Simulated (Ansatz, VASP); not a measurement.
**Ba2LuBiSe6: VASP beside Ansatz**

One calculation is typed for both programs; each brings its own data sets. How far apart do they land? The cell is invented: As first built, before any earlier steps moved the atoms (in the runner's words): Se for O in the Ba2LuBiO6 structure of space group Fm-3m. It may not be a known or stable phase. The two relaxations start from unlike cells of this crystal (the structure described is Ansatz's start), so only their ends are compared.

Calculated with Ansatz 0.2.0; plane waves, with VASP 6.6.1 beside it; relaxation of cell and atoms at PBEsol.

## (1) Set-up

It takes space group Fm-3m (No. 225, cubic). Conventional cell: a = 9.684 Å, b = 9.684 Å, c = 9.684 Å, α = 90.00°, β = 90.00°, γ = 90.00°. Ba has 12 Se at 3.42 Å nearest. Nearest to Lu lie 6 Se at 2.45 Å. Bi has 6 Se at 2.39 Å nearest. Nearest to Se lie 1 Bi at 2.39 Å and 1 Lu at 2.45 Å and 4 Ba at 3.42 Å. It derives from Ba2LuBiO6. As first built, before any earlier steps moved the atoms (in the runner's words): Se for O in the Ba2LuBiO6 structure of space group Fm-3m. Farther neighbours and most contacts between anions are not listed.

Structure file:

```cif
data_structure
_symmetry_space_group_name_H-M 'Fm-3m'
_symmetry_Int_Tables_number 225
_cell_length_a 9.6845
_cell_length_b 9.6845
_cell_length_c 9.6845
_cell_angle_alpha 90.000
_cell_angle_beta 90.000
_cell_angle_gamma 90.000
_cell_volume 908.30
loop_
_atom_site_label
_atom_site_type_symbol
_atom_site_symmetry_multiplicity
_atom_site_Wyckoff_symbol
_atom_site_fract_x
_atom_site_fract_y
_atom_site_fract_z
_atom_site_occupancy
Ba1 Ba 8 c 0.25000 0.75000 0.75000 1
Lu1 Lu 4 b 0.50000 0.00000 0.00000 1
Bi1 Bi 4 a 0.00000 0.00000 0.00000 1
Se1 Se 24 e 0.24728 0.00000 0.00000 1
```

## (2) VASP: relaxation of cell and atoms, PBEsol

The relaxed volume is the usual yardstick between codes: in a stiff, nearly cubic crystal its relative difference is about their pressure difference at one cell divided by the bulk modulus.

Lines of VASP's logs that name or quote its potential files are left out, and so is its time.

File INCAR:

```
SYSTEM = Ba2LuBiSe6
PREC = Accurate
ENCUT = 500
EDIFF = 1E-07
NELM = 120
ISMEAR = 0
SIGMA = 0.03
LREAL = .FALSE.
ALGO = Normal
GGA = PS
NBANDS = 50
LORBIT = 11
LWAVE = .FALSE.
LCHARG = .FALSE.
ISIF = 3
IBRION = 2
NSW = 80
EDIFFG = -0.005
LASPH = .TRUE.
GGA_COMPAT = .FALSE.
NELMIN = 4
KPAR = 2
```

File POSCAR:

```
Ba2LuBiSe6
1.0
    0.0000000000      5.3871111276      5.3871111276
    5.3871111276      0.0000000000      5.3871111276
    5.3871111276      5.3871111276      0.0000000000
Ba Lu Bi Se
2 1 1 6
Direct
    0.2500000000      0.2500000000      0.2500000000
    0.7500000000      0.7500000000      0.7500000000
    0.5000000000      0.5000000000      0.5000000000
    0.0000000000      0.0000000000      0.0000000000
    0.7460967799      0.2539032201      0.2539032201
    0.2539032201      0.7460967799      0.7460967799
    0.2539032201      0.7460967799      0.2539032201
    0.7460967799      0.2539032201      0.7460967799
    0.2539032201      0.2539032201      0.7460967799
    0.7460967799      0.7460967799      0.2539032201
```

File KPOINTS:

```
Automatic mesh
0
Gamma
4 4 4
0 0 0
```

Potentials, in the order of the species: Ba_sv, Lu_3, Bi_d and Se (PBE family, release 64).

Started as:

```
mpirun -np 2 vasp_std
```

Numbers of over 12 decimals in the logs are rounded to 6 here.

The program printed:

```text
[banner, memory and clock lines left out]
running    2 mpi-ranks, on    1 nodes
 distrk:  each k-point on    1 cores,    2 groups
 distr:  one band on    1 cores,    1 groups

 POSCAR found type information on POSCAR BaLuBiSe
 POSCAR found :  4 types and      10 ions
|                                                                             |
|               ----> ADVICE to this user running VASP <----                  |
|                                                                             |
|     You enforced a specific xc type in the INCAR file but a different       |
|     [... a line on the potential file left out ...]
|     I HOPE YOU KNOW WHAT YOU ARE DOING!                                     |
|                                                                             |

 LDA part: xc-table for (Slater+PW92), standard interpolation
 POSCAR, INCAR and KPOINTS ok, starting setup
 FFT: planning ... GRIDC
 FFT: planning ... GRID_SOFT
 FFT: planning ... GRID
 WAVECAR not read
 entering main loop
       N       E                     dE             d eps       ncg     rms          rms(c)
DAV:   1     0.657178946386E+03    0.65718E+03   -0.33450E+04  1204   0.144E+03
DAV:   2     0.286323218148E+02   -0.62855E+03   -0.59960E+03  1322   0.425E+02
DAV:   3    -0.455604989175E+02   -0.74193E+02   -0.72723E+02  1382   0.150E+02
DAV:   4    -0.486375213113E+02   -0.30770E+01   -0.30041E+01  1328   0.255E+01
DAV:   5    -0.488933525159E+02   -0.25583E+00   -0.25529E+00  1280   0.595E+00    0.292E+01
DAV:   6    -0.476173114962E+02    0.12760E+01   -0.30608E+00  1152   0.865E+00    0.168E+01
DAV:   7    -0.476395796178E+02   -0.22268E-01   -0.20985E+00  1264   0.517E+00    0.298E+00
DAV:   8    -0.476143285188E+02    0.25251E-01   -0.31448E-01  1168   0.272E+00    0.749E-01
DAV:   9    -0.476162104385E+02   -0.18819E-02   -0.36185E-02  1288   0.903E-01    0.194E-01
DAV:  10    -0.476163812544E+02   -0.17082E-03   -0.30238E-03  1272   0.228E-01    0.875E-02
DAV:  11    -0.476165050538E+02   -0.12380E-03   -0.45541E-04  1368   0.114E-01    0.560E-02
DAV:  12    -0.476165126222E+02   -0.75685E-05   -0.47458E-05  1248   0.360E-02    0.152E-02
DAV:  13    -0.476165201248E+02   -0.75026E-05   -0.29301E-05  1240   0.245E-02    0.744E-03
DAV:  14    -0.476165199375E+02    0.18739E-06   -0.27733E-06  1160   0.960E-03    0.215E-03
DAV:  15    -0.476165200220E+02   -0.84561E-07   -0.71189E-07  1056   0.363E-03
   1 F= -.47616520E+02 E0= -.47615214E+02  d E =-.476165E+02
 curvature:   0.00 expect dE= 0.000E+00 dE for cont linesearch  0.000E+00
 trial: gam= 0.00000 g(F)=  0.447E-05 g(S)=  0.601E-04 ort = 0.000E+00 (trialstep = 0.100E+01)
 search vector abs. value=  0.646E-04
 bond charge predicted
       N       E                     dE             d eps       ncg     rms          rms(c)
DAV:   1    -0.476168948516E+02   -0.37491E-03   -0.10463E-02  1200   0.904E-01    0.109E-01
DAV:   2    -0.476166304540E+02    0.26440E-03   -0.71332E-04  1336   0.222E-01    0.455E-02
DAV:   3    -0.476165450614E+02    0.85393E-04   -0.28078E-04  1216   0.116E-01    0.112E-02
DAV:   4    -0.476165444000E+02    0.66141E-06   -0.18575E-05  1464   0.308E-02    0.985E-03
DAV:   5    -0.476165428918E+02    0.15082E-05   -0.14129E-06  1248   0.755E-03    0.292E-03
DAV:   6    -0.476165421318E+02    0.76000E-06   -0.23570E-07   728   0.480E-03    0.820E-04
DAV:   7    -0.476165421432E+02   -0.11395E-07   -0.39694E-08   640   0.249E-03
   2 F= -.47616542E+02 E0= -.47615231E+02  d E =-.221212E-04
 trial-energy change:   -0.000022  1 .order   -0.000023   -0.000065    0.000018
 step:   0.7669(harm=  0.7822)  dis= 0.00015  next Energy=   -47.616544 (dE=-0.242E-04)
 reached required accuracy - stopping structural energy minimisation
```

Parts of OUTCAR (step 2):

```text
ion  position               nearest neighbor table
   1  0.250  0.250  0.250-
   2  0.750  0.750  0.750-
   3  0.500  0.500  0.500-   5 2.65   6 2.65   7 2.65   8 2.65   9 2.65  10 2.65
   4  0.000  0.000  0.000-   5 2.74   6 2.74   7 2.74   8 2.74   9 2.74  10 2.74
   5  0.746  0.254  0.254-   3 2.65   4 2.74
   6  0.254  0.746  0.746-   3 2.65   4 2.74
   7  0.254  0.746  0.254-   3 2.65   4 2.74
   8  0.746  0.254  0.746-   3 2.65   4 2.74
   9  0.254  0.254  0.746-   3 2.65   4 2.74
  10  0.746  0.746  0.254-   3 2.65   4 2.74

  LATTYP: Found a face centered cubic cell.
 ALAT       =    10.7742222552

 Subroutine GETGRP returns: Found 48 space group operations
 (whereof 48 operations were pure point group operations)

The static configuration has the point symmetry O_h .

 Found      8 irreducible k-points:

   k-points           NKPTS =      8   k-points in BZ     NKDIM =      8   number of bands    NBANDS=     50

   dimension x,y,z NGX =    56 NGY =   56 NGZ =   56
   dimension x,y,z NGXF=   112 NGYF=  112 NGZF=  112

   ENCUT  =  500.0 eV  36.75 Ry    6.06 a.u.  13.89 13.89 13.89*2*pi/ulx,y,z

   NELECT =      80.0000    total number of electrons

 k-points in reciprocal lattice and weights: Automatic mesh
   0.00000000  0.00000000  0.00000000       0.016
   0.25000000  0.00000000  0.00000000       0.125
   0.50000000  0.00000000  0.00000000       0.062
   0.25000000  0.25000000  0.00000000       0.094
   0.50000000  0.25000000  0.00000000       0.375
  -0.25000000  0.25000000  0.00000000       0.188
   0.50000000  0.50000000  0.00000000       0.047
  -0.25000000  0.50000000  0.25000000       0.094

 average (electrostatic) potential at core
       1 -37.5427       2 -37.5427       3 -31.6528       4-108.1127       5 -54.6640
       6 -54.6640       7 -54.6640       8 -54.6640       9 -54.6640      10 -54.6640

 E-fermi :   2.3276

 k-point     1 :       0.0000    0.0000    0.0000
  band No.  band energies     occupation
    ...
     34       1.5693      2.00000
     35       1.5693      2.00000
     36       1.9107      2.00000
     37       1.9107      2.00000
     38       1.9107      2.00000
     39       2.7047      0.00000
     40       2.7047      0.00000
     41       2.7047      0.00000
     42       4.9711      0.00000
     43       4.9711      0.00000
    ...

 k-point     2 :       0.2500    0.0000    0.0000
  band No.  band energies     occupation
    ...
     36       1.9501      2.00000
     37       2.0249      2.00000
     38       2.0249      2.00000
     39       2.2626      1.99784
     40       2.2626      1.99784
     41       2.5002      0.00000
     42       5.1441      0.00000
     43       5.1758      0.00000
     44       5.1758      0.00000
     45       5.5825      0.00000
    ...

 k-point     3 :       0.5000    0.0000    0.0000
  band No.  band energies     occupation
    ...
     36       1.8612      2.00000
     37       2.0364      2.00000
     38       2.1037      2.00000
     39       2.1877      2.00000
     40       2.1877      2.00000
     41       2.5637      0.00000
     42       4.6363      0.00000
     43       5.4460      0.00000
     44       5.4460      0.00000
     45       5.6208      0.00000
    ...

  Total       -0.0210669     -0.0210669     -0.0210669      0.0000000     -0.0000000     -0.0000000
  in kB       -0.1078473     -0.1078473     -0.1078473      0.0000000     -0.0000000     -0.0000000
  external PRESSURE =      -0.1078473 kB  Pullay stress =       0.0000000 kB

  energy-cutoff  :      500.00
  volume of cell :      312.97
      direct lattice vectors                 reciprocal lattice vectors
     0.000000000  5.388786019  5.388786019    -0.092785276  0.092785276  0.092785276
     5.388786019 -0.000000000  5.388786019     0.092785276 -0.092785276  0.092785276
     5.388786019  5.388786019  0.000000000     0.092785276  0.092785276 -0.092785276

 POSITION                                       TOTAL-FORCE (eV/Angst)
 -----------------------------------------------------------------------------------
      2.69439      2.69439      2.69439         0.000000     -0.000000      0.000000
      8.08318      8.08318      8.08318         0.000000      0.000000     -0.000000
      5.38879      5.38879      5.38879         0.000000     -0.000000      0.000000
      5.38879      5.38879      0.00000         0.000000      0.000000      0.000000
      2.73665      5.38879      5.38879         0.001468      0.000000      0.000000
      8.04092      5.38879      5.38879        -0.001468      0.000000     -0.000000
      5.38879      2.73665      5.38879         0.000000      0.001468      0.000000
      5.38879      8.04092      5.38879         0.000000     -0.001468     -0.000000
      5.38879      5.38879      2.73665         0.000000      0.000000      0.001468
      5.38879      5.38879      8.04092         0.000000      0.000000     -0.001468
 -----------------------------------------------------------------------------------
    total drift:                               -0.000000      0.000000      0.000000

  FREE ENERGIE OF THE ION-ELECTRON SYSTEM (eV)
  ---------------------------------------------------
  free  energy   TOTEN  =       -47.6165421432 eV

  energy  without entropy=      -47.6139199084  energy(sigma->0) =      -47.61523103

 reached required accuracy - stopping structural energy minimisation

 total charge
# of ion       s       p       d       tot
------------------------------------------
    1        1.984   5.592   0.165   7.741
    2        1.984   5.592   0.165   7.741
    3        0.419   6.682   1.209   8.310
    4        1.579   1.123  10.030  12.732
    5        1.463   2.369   0.015   3.847
    6        1.463   2.369   0.015   3.847
    7        1.463   2.369   0.015   3.847
    8        1.463   2.369   0.015   3.847
    9        1.463   2.369   0.015   3.847
   10        1.463   2.369   0.015   3.847
--------------------------------------------------
tot         14.743  33.205  11.659  59.607

[... 3 further parts left out ...]
```

CONTCAR:

```
Ba2LuBiSe6
   1.00000000000000
     0.0000000000000000    5.3887860192821462    5.3887860192821462
     5.3887860192821462   -0.0000000000000000    5.3887860192821462
     5.3887860192821462    5.3887860192821462    0.0000000000000000
  Ba              Lu              Bi              Se
     2     1     1     6
Direct
     0.2500000000000000    0.2500000000000000    0.2500000000000000
     0.7500000000000000    0.7500000000000000    0.7500000000000000
     0.5000000000000000    0.5000000000000000    0.5000000000000000
     0.0000000000000000    0.0000000000000000    1.0000000000000000
     0.7460791871696202    0.2539208128303798    0.2539208128303798
     0.2539208128303798    0.7460791871696202    0.7460791871696202
     0.2539208128303798    0.7460791871696202    0.2539208128303798
     0.7460791871696202    0.2539208128303798    0.7460791871696202
     0.2539208128303798    0.2539208128303798    0.7460791871696202
     0.7460791871696202    0.7460791871696202    0.2539208128303798
```

The data set Lu_3 holds the 4f electrons frozen in the core, so no f bands or f moments appear. The k-mesh is coarse for a metal. Harder data sets than Ba_sv exist (the GW ones), and pressures, volumes and forces can shift noticeably with them. The run keeps the 48 symmetry operations of its start, so it cannot find a distortion of lower symmetry.

(Part 1 of 2 ends here.)

[Lines on the potential files, build, host, timing and source positions are cut from VASP's logs without a mark.]

[Logs are printed without paths, hosts, clocks, repeated set-up lines and the standing remarks that a program may print on its own settings, such as how far it seeks lower states.]

[Hosts, paths, dates, database ids (printed as entryN), source tags and the programs' standing remarks are cut or masked in the printed files.]
